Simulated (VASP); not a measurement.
# Be4OsPt2 (P6/mmm) in VASP: band structure with AM05

Aim: the band structure of Be4OsPt2 with AM05.

Everything below comes from runs of VASP 6.6.1. Logs are shortened: lines on timing, memory, paths and dates and some standing lists are left out, and cuts for length are marked.

## (1) Starting point

The structure is hexagonal, space group P6/mmm (No. 191). Conventional cell: a = 3.455 Å, b = 3.455 Å, c = 8.596 Å, α = 90.00°, β = 90.00°, γ = 120.00°. Be (site symmetry -6m2) is surrounded by 3 Be at 1.99 Å and 6 Pt at 2.18 Å. Be (site symmetry 6mm) is surrounded by 1 Os at 1.45 Å. Os (site symmetry 6/mmm) has 2 Be at 1.45 Å as nearest neighbours. Around Pt (site symmetry 6mm) lie 1 Pt at 1.77 Å and 1 Be at 1.97 Å.

The cell was built by a generator and needn't be a form met in nature.

## (2) Band structure, AM05

Be4OsPt2.cif

```cif
data_Be4OsPt2
_cell_length_a 3.45535351
_cell_length_b 3.45535351
_cell_length_c 8.59588471
_cell_angle_alpha 90.00000000
_cell_angle_beta 90.00000000
_cell_angle_gamma 120.00000000
_space_group_name_H-M_alt 'P6/mmm'
_space_group_name_Hall '-P 6 2'
_space_group_IT_number 191
loop_
_space_group_symop_operation_xyz
'x,y,z'
'-x,-y,-z'
'x-y,x,z'
'-x+y,-x,-z'
'-y,x-y,z'
'y,-x+y,-z'
'-x,-y,z'
'x,y,-z'
'-x+y,-x,z'
'x-y,x,-z'
'y,-x+y,z'
'-y,x-y,-z'
'-y,-x,-z'
'y,x,z'
'-x,-x+y,-z'
'x,x-y,z'
'-x+y,y,-z'
'x-y,-y,z'
'y,x,-z'
'-y,-x,z'
'x,x-y,-z'
'-x,-x+y,z'
'x-y,-y,-z'
'-x+y,y,z'
loop_
_atom_site_label
_atom_site_type_symbol
_atom_site_symmetry_multiplicity
_atom_site_Wyckoff_symbol
_atom_site_fract_x
_atom_site_fract_y
_atom_site_fract_z
_atom_site_occupancy
Be1 Be 2 c 0.3333333333 0.6666666667 0.0000000000 1
Be2 Be 2 e 0.0000000000 0.0000000000 0.6682300700 1
Os1 Os 1 b 0.0000000000 0.0000000000 0.5000000000 1
Pt1 Pt 2 e 0.0000000000 0.0000000000 0.8970843700 1
```

POSCAR

```
Be Os Pt
 1.0000000000000000
     3.4553535100000001    0.0000000000000000    0.0000000000000000
    -1.7276767549999994    2.9924239187157275    0.0000000000000000
     0.0000000000000000    0.0000000000000000    8.5958847100000000
 Be  Os  Pt 
   4   1   2
Cartesian
 -0.0000000001727673  1.9949492792435657  0.0000000000000000
  1.7276767551727681  0.9974746394721619  0.0000000000000000
  0.0000000000000000  0.0000000000000000  5.7440286414752286
  0.0000000000000000  0.0000000000000000  2.8518560685247714
  0.0000000000000000  0.0000000000000000  4.2979423550000000
  0.0000000000000000  0.0000000000000000  7.7112338196629810
  0.0000000000000000  0.0000000000000000  0.8846508903370186
```

INCAR.step1

```
PREC = Accurate
ENCUT = 500
EDIFF = 1E-7
ISMEAR = 0
SIGMA = 0.05
LREAL = F
LASPH = T
NELM = 60
ALGO = Normal
ISIF = 2
LWAVE = F
LCHARG = T
LMAXMIX = 4
GGA = AM
NBANDS = 27
```

KPOINTS.step1

```
Automatic mesh
0
Gamma
  9 9 3
```

INCAR.step2

```
PREC = Accurate
ENCUT = 500
EDIFF = 1E-7
ISMEAR = 0
SIGMA = 0.05
LREAL = F
LASPH = T
NELM = 60
ALGO = Normal
ISIF = 2
LWAVE = F
LCHARG = F
LMAXMIX = 4
GGA = AM
NBANDS = 27
ICHARG = 11
```

KPOINTS.step2

```
path GMKGALHA,LM,KH
20
line-mode
reciprocal
 0.0000000000  0.0000000000  0.0000000000  G
 0.5000000000  0.0000000000  0.0000000000  M

 0.5000000000  0.0000000000  0.0000000000  M
 0.3333333333  0.3333333333  0.0000000000  K

 0.3333333333  0.3333333333  0.0000000000  K
 0.0000000000  0.0000000000  0.0000000000  G

 0.0000000000  0.0000000000  0.0000000000  G
 0.0000000000  0.0000000000  0.5000000000  A

 0.0000000000  0.0000000000  0.5000000000  A
 0.5000000000  0.0000000000  0.5000000000  L

 0.5000000000  0.0000000000  0.5000000000  L
 0.3333333333  0.3333333333  0.5000000000  H

 0.3333333333  0.3333333333  0.5000000000  H
 0.0000000000  0.0000000000  0.5000000000  A

 0.5000000000  0.0000000000  0.5000000000  L
 0.5000000000  0.0000000000  0.0000000000  M

 0.3333333333  0.3333333333  0.0000000000  K
 0.3333333333  0.3333333333  0.5000000000  H
```

Potentials or basis: VASP PAW PBE potentials, release 64 (Be, Os, Pt).

Launch:

```sh
ase convert -i cif -o vasp Be4OsPt2.cif POSCAR
cat potpaw_PBE.64/Be/POTCAR potpaw_PBE.64/Os/POTCAR potpaw_PBE.64/Pt/POTCAR > POTCAR
cp INCAR.step1 INCAR
cp KPOINTS.step1 KPOINTS
mpirun -np 1 vasp_std > vasp.out
cp INCAR.step2 INCAR
cp KPOINTS.step2 KPOINTS
mpirun -np 1 vasp_std > vasp.out
```

OUTCAR:

```text
PREC = Accurate
   ENCUT = 500
   EDIFF = 1E-7
   ISMEAR = 0
   LREAL = F
   LASPH = T
   NELM = 60
   ISIF = 2
   GGA = AM
   ICHARG = 11

 ion  position               nearest neighbor table
   1  0.333  0.667  0.000-   2 1.99   2 1.99   2 1.99   7 2.18   6 2.18   7 2.18   6 2.18   7 2.18
                             6 2.18
   2  0.667  0.333  0.000-   1 1.99   1 1.99   1 1.99   7 2.18   6 2.18   6 2.18   7 2.18   6 2.18
                             7 2.18
   3  0.000  0.000  0.668-   5 1.45   6 1.97
   4  0.000  0.000  0.332-   5 1.45   7 1.97
   5  0.000  0.000  0.500-   3 1.45   4 1.45   6 3.41   7 3.41
   6  0.000  0.000  0.897-   7 1.77   3 1.97   1 2.18   2 2.18   1 2.18   2 2.18   2 2.18   1 2.18
                             5 3.41
   7  0.000  0.000  0.103-   6 1.77   4 1.97   1 2.18   2 2.18   1 2.18   2 2.18   2 2.18   1 2.18
                             5 3.41

  LATTYP: Found a hexagonal cell.
 ALAT       =     3.4553535100
 C/A-ratio  =     2.4877005161

  Lattice vectors:

 A1 = (   3.4553535100,   0.0000000000,   0.0000000000)
 A2 = (  -1.7276767550,   2.9924239187,   0.0000000000)
 A3 = (   0.0000000000,   0.0000000000,   8.5958847100)

Analysis of symmetry for initial positions (statically):
=====================================================================
 Subroutine PRICEL returns:
 Original cell was already a primitive cell.

 Routine SETGRP: Setting up the symmetry group for a
 hexagonal supercell.

 Subroutine GETGRP returns: Found 24 space group operations
 (whereof 24 operations were pure point group operations)
 out of a pool of 24 trial point group operations.

The static configuration has the point symmetry D_6h.

Analysis of symmetry for dynamics (positions and initial velocities):
=====================================================================
 Subroutine PRICEL returns:
 Original cell was already a primitive cell.

 Routine SETGRP: Setting up the symmetry group for a
 hexagonal supercell.

 Subroutine GETGRP returns: Found 24 space group operations
 (whereof 24 operations were pure point group operations)
 out of a pool of 24 trial point group operations.

The dynamic configuration has the point symmetry D_6h.

 Subroutine INISYM returns: Found 24 space group operations
 (whereof 24 operations are pure point group operations),
 and found     1 'primitive' translations

----------------------------------------------------------------------------------------

                                     Primitive cell

  volume of cell :      88.8804

  direct lattice vectors                    reciprocal lattice vectors
     3.455353510  0.000000000  0.000000000     0.289405989  0.167088626  0.000000000
    -1.727676755  2.992423919  0.000000000     0.000000000  0.334177251  0.000000000
     0.000000000  0.000000000  8.595884710     0.000000000  0.000000000  0.116334739

  length of vectors
     3.455353510  3.455353510  8.595884710     0.334177251  0.334177251  0.116334739

  position of ions in fractional coordinates (direct lattice)
     0.333333333  0.666666667  0.000000000
     0.666666667  0.333333333  0.000000000
     0.000000000  0.000000000  0.668230070
     0.000000000  0.000000000  0.331769930
     0.000000000  0.000000000  0.500000000
     0.000000000  0.000000000  0.897084370
     0.000000000  0.000000000  0.102915630

  ion indices of the primitive-cell ions
   primitive index   ion index
                 1           1
                 2           2
                 3           3
                 4           4
                 5           5
                 6           6
                 7           7

----------------------------------------------------------------------------------------

 KPOINTS: path GMKGALHA,LM,KH

Interpolating k-points between supplied coordinates.

 Line segments in fractional coordinates (reciprocal lattice):
    0.000000  0.000000  0.000000  ...  0.500000  0.000000  0.000000
    0.500000  0.000000  0.000000  ...  0.333333  0.333333  0.000000
    0.333333  0.333333  0.000000  ...  0.000000  0.000000  0.000000
    0.000000  0.000000  0.000000  ...  0.000000  0.000000  0.500000
    0.000000  0.000000  0.500000  ...  0.500000  0.000000  0.500000
    0.500000  0.000000  0.500000  ...  0.333333  0.333333  0.500000
    0.333333  0.333333  0.500000  ...  0.000000  0.000000  0.500000
    0.500000  0.000000  0.500000  ...  0.500000  0.000000  0.000000
    0.333333  0.333333  0.000000  ...  0.333333  0.333333  0.500000

 Generated    20 points on each line segment, for a total of    180 k-points:

 Following reciprocal coordinates:
            Coordinates               Weight
  0.000000  0.000000  0.000000      0.005556
  0.026316  0.000000  0.000000      0.005556
  0.052632  0.000000  0.000000      0.005556
  0.078947  0.000000  0.000000      0.005556
  0.105263  0.000000  0.000000      0.005556
  0.131579  0.000000  0.000000      0.005556
[... 16 lines left out ...]
  0.482456  0.035088  0.000000      0.005556
  0.473684  0.052632  0.000000      0.005556
 [... further k-points ...]
   k-points           NKPTS =    180   k-points in BZ     NKDIM =    180   number of bands    NBANDS=     27
   number of dos      NEDOS =    301   number of ions     NIONS =      7
   total plane-waves  NPLWV =  50176
   dimension x,y,z NGX =    28 NGY =   28 NGZ =   64
   dimension x,y,z NGXF=    56 NGYF=   56 NGZF=  128
   ions per type =               4   1   2
   NGX,Y,Z   is equivalent  to a cutoff of  13.47, 13.47, 12.38 a.u.
   NGXF,Y,Z  is equivalent  to a cutoff of  26.94, 26.94, 24.76 a.u.
 SYSTEM =  unknown system
   PREC   = accura    normal or accurate (medium, high low for compatibility)
   ISTART =      0    job   : 0-new  1-cont  2-samecut
   ICHARG =     11    charge: 1-file 2-atom 10-const
   ISPIN  =      1    spin polarized calculation?
   LNONCOLLINEAR =      F non collinear calculations
   LSORBIT =      F    spin-orbit coupling
   LASPH  =      T    aspherical Exc in radial PAW
   ENCUT  =  500.0 eV  36.75 Ry    6.06 a.u.   6.30  6.30 15.67*2*pi/ulx,y,z
   NELM   =     60;   NELMIN=  2; NELMDL=  0     # of ELM steps
   EDIFF  = 0.1E-06   stopping-criterion for ELM
   LREAL  =      F    real-space projection
   EDIFFG = 0.1E-05   stopping-criterion for IOM
   NSW    =      0    number of steps for IOM
   IBRION =     -1    ionic relax: 0-MD 1-quasi-New 2-CG
   NFREE  =      0    steps in history (QN), initial steepest desc. (CG)
   ISIF   =      2    stress and relaxation
   ISYM   =      2    0-nonsym 1-usesym 2-fastsym
   POTIM  = 0.5000    time-step for ionic-motion
   TEBEG  =    0.0;   TEEND  =   0.0 temperature during run
   PSTRESS=    0.0 pullay stress
   NELECT =      36.0000    total number of electrons
   NUPDOWN=      -1.0000    fix difference up-down
   EMIN   =  10.00;   EMAX   =-10.00  energy-range for DOS
   EFERMI =   0.00;   METHOD = LEGACY
   ISMEAR =     0;   SIGMA  =   0.05  broadening in eV -4-tet -1-fermi 0-gaus
   EFERMI_NEDOS =   21; number of points for ismear=-14 and -15
   IALGO  =     38    algorithm
   IMIX   =      4    mixing-type and parameters
     AMIX     =   0.40;   BMIX     =  1.00
     AMIX_MAG =   1.60;   BMIX_MAG =  1.00
  volume/ion in A,a.u.               =      12.70        85.68
  Fermi-wavevector in a.u.,A,eV,Ry     =   1.211268  2.288965 19.962064  1.467170
  Thomas-Fermi vector in A             =   2.346789
   LORBIT       =      0    0 simple, 1 ext, 2 COOP (PROOUT), +10 PAW based schemes
   GGA     = AM    functional components
   LHFCALC =     F    Hartree Fock is set to
   AEXX    =    0.0000 exact exchange contribution
   IVDW    =     0    specifies the selected vdW correction
   LEPSILON=     F    determine dielectric tensor
   LRPA    =     F    only Hartree local field effects (RPA)
 non-spin polarized calculation
 Gauss-broadening in eV      SIGMA  =   0.05
  energy-cutoff  :      500.00
  volume of cell :       88.88
 maximum number of plane-waves:      2288
 NGX is ok and might be reduce to    28

 number of electron      35.9999997 magnetization

 Free energy of the ion-electron system (eV)
  ---------------------------------------------------
  ext. energy  EPLUGINS =         0.00000000
  ---------------------------------------------------
  free energy    TOTEN  =        -8.76918117 eV

  energy without entropy =       -8.75987303  energy(sigma->0) =       -8.76452710

 E-fermi :   6.0806     XC(G=0): -11.0626

 val. band max:        6.0802255461   @ k =   0.5000   0.0000   0.0526
 cond. band min:       6.0843459010   @ k =   0.0000   0.0000   0.1053
 fundamental gap:      0.0041203549
 Fermi energy:         6.0806285931

 k-point     1 :       0.0000    0.0000    0.0000
  band No.  band energies     occupation
      1      -4.8925      2.00000
      2      -3.0645      2.00000
      3      -3.0645      2.00000
      4      -2.9905      2.00000
      5      -1.7267      2.00000
      6      -1.7267      2.00000
[... 19 lines left out ...]
     26      14.4878      0.00000
     27      14.8105      0.00000

 k-point     2 :       0.0263    0.0000    0.0000
  band No.  band energies     occupation
      1      -4.8840      2.00000
      2      -3.0730      2.00000
      3      -3.0729      2.00000
      4      -2.9881      2.00000
      5      -1.7196      2.00000
      6      -1.7086      2.00000
[... 19 lines left out ...]
     26      14.5009      0.00000
     27      14.8191      0.00000

 k-point     3 :       0.0526    0.0000    0.0000
  band No.  band energies     occupation
      1      -4.8588      2.00000
      2      -3.0967      2.00000
      3      -3.0966      2.00000
      4      -2.9816      2.00000
      5      -1.6987      2.00000
      6      -1.6556      2.00000
[... 594 lines left out ...]
      1      -4.3345      2.00000
      2      -3.7006      2.00000
      3      -3.2487      2.00000
      4      -2.6754      2.00000
      5       1.0622      2.00000
      6       1.1511      2.00000
[... 19 lines left out ...]
     26      13.6549      0.00000
     27      13.8326      0.00000

 k-point    24 :       0.4737    0.0526    0.0000
  band No.  band energies     occupation
      1      -4.3326      2.00000
      2      -3.7285      2.00000
      3      -3.2195      2.00000
      4      -2.6488      2.00000
      5       1.0008      2.00000
      6       1.1725      2.00000
[... 19 lines left out ...]
     26      13.6826      0.00000
     27      13.8399      0.00000

 [... further k-points ...]

------------------------ aborting loop because EDIFF is reached ----------------------------------------

  FORCE on cell =-STRESS in cart. coord.  units (eV):
  Direction    XX          YY          ZZ          XY          YZ          ZX
  --------------------------------------------------------------------------------------
  -------------------------------------------------------------------------------------
  Total       11.9363014     11.9363014    165.5559775      0.0000000     -0.0000000      0.0000000
  in kB      215.1662622    215.1662622   2984.3466184      0.0000000     -0.0000000      0.0000000
  external PRESSURE =    1138.2263809 kB  Pullay stress =       0.0000000 kB

 VOLUME and BASIS-vectors are now :
 -----------------------------------------------------------------------------
  energy-cutoff  :      500.00
  volume of cell :       88.88
      direct lattice vectors                 reciprocal lattice vectors
     3.455353510  0.000000000  0.000000000     0.289405989  0.167088626  0.000000000
    -1.727676755  2.992423919  0.000000000     0.000000000  0.334177251  0.000000000
     0.000000000  0.000000000  8.595884710     0.000000000  0.000000000  0.116334739

 POSITION                                       TOTAL-FORCE (eV/Angst)
 -----------------------------------------------------------------------------------
     -0.00000      1.99495      0.00000         0.000000      0.000000     -0.000000
      1.72768      0.99747      0.00000        -0.000000      0.000000      0.000000
      0.00000      0.00000      5.74403        -0.000000      0.000000     22.301444
      0.00000      0.00000      2.85186        -0.000000      0.000000    -22.301444
      0.00000      0.00000      4.29794         0.000000      0.000000      0.000000
      0.00000      0.00000      7.71123         0.000000      0.000000    -43.524639
      0.00000      0.00000      0.88465        -0.000000     -0.000000     43.524639
 -----------------------------------------------------------------------------------
    total drift:                               -0.000000     -0.000000     -0.000000

  FREE ENERGIE OF THE ION-ELECTRON SYSTEM (eV)
  ---------------------------------------------------
  free  energy   TOTEN  =        -8.7691811735 eV

  energy  without entropy=       -8.7598730256  energy(sigma->0) =       -8.76452710
```

Run time: 2.6 min. Hardware: 1 thread of Intel Xeon 6975P-C (Granite Rapids), shared host; peak memory 0.51 GiB.

What came out:

```
Band gap along the path : none (metal or under the smearing width)
```

Levels at the corners of the path, in eV from the Fermi level:
```csv
point,band 15,band 16,band 17,band 18,band 19,band 20,band 21,band 22
Γ,-0.60,-0.60,-0.03,-0.03,1.29,3.60,5.37,5.37
M,-1.75,-0.30,-0.23,-0.08,0.07,0.87,1.09,1.66
M,-1.75,-0.30,-0.23,-0.08,0.07,0.87,1.09,1.66
K,-0.80,-0.80,-0.68,-0.68,-0.18,1.26,2.87,2.87
K,-0.80,-0.80,-0.68,-0.68,-0.18,1.26,2.87,2.87
Γ,-0.60,-0.60,-0.03,-0.03,1.29,3.60,5.37,5.37
Γ,-0.60,-0.60,-0.03,-0.03,1.29,3.60,5.37,5.37
A,-1.18,-0.59,-0.59,-0.34,-0.34,5.61,6.77,6.77
A,-1.18,-0.59,-0.59,-0.34,-0.34,5.61,6.77,6.77
L,-1.51,-0.64,-0.11,0.10,0.62,1.01,1.09,2.05
L,-1.51,-0.64,-0.11,0.10,0.62,1.01,1.09,2.05
H,-1.15,-1.15,-0.56,-0.56,-0.38,2.78,2.92,3.01
H,-1.15,-1.15,-0.56,-0.56,-0.38,2.78,2.92,3.01
A,-1.18,-0.59,-0.59,-0.34,-0.34,5.61,6.77,6.77
L,-1.51,-0.64,-0.11,0.10,0.62,1.01,1.09,2.05
M,-1.75,-0.30,-0.23,-0.08,0.07,0.87,1.09,1.66
K,-0.80,-0.80,-0.68,-0.68,-0.18,1.26,2.87,2.87
H,-1.15,-1.15,-0.56,-0.56,-0.38,2.78,2.92,3.01
```

Caveat: the log is that of the step along the path at fixed density, whose energy, stress, charges and moments have no meaning; the cell as given lies far from equilibrium; the potentials were made for another functional, which shifts forces and pressure; spin-orbit coupling is left out, which moves the levels of the heavy elements.

## (3) The reference run

An earlier run on the cell as given: functional PBE; potentials or basis VASP PAW PBE potentials, release 64 (Be, Os, Pt); cutoff 520 eV; k mesh 9 × 9 × 3; occupations fermi-dirac, width 0.05 eV; no spin polarisation.

* Pressure: 121.6 GPa
* Largest force: 47.583 eV/Å
* Band gap on the k mesh: none (metal or under the smearing width)
